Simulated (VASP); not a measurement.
```yaml
crystal:
  lattice:
    - [0.00000, 2.46717, 2.46717]
    - [2.46717, 0.00000, 2.46717]
    - [2.46717, 2.46717, 0.00000]
  atoms:
    - { symbol: B, position: [0.00000, 0.00000, 0.00000] }
    - { symbol: As, position: [0.25000, 0.25000, 0.25000] }
```

Method: revPBE GGA, VASP's PBE PAW potentials (set 64) (plane waves; VASP). Run with 520 eV cut-off, 9×9×9 Γ-centred mesh, Gaussian smearing of 0.050 eV, potentials B As.

Predict the energy per atom (σ→0), pressure.

```json
{
 "energy per atom (σ→0)": "-522.4 kJ/mol of atoms",
 "pressure": "-6.54 GPa"
}
```

Only differences to runs with the same potentials and settings are physical.

The compound is BAs in the zinc blende structure. This cell is one point of a volume scan, at 1.06 of the reference volume.
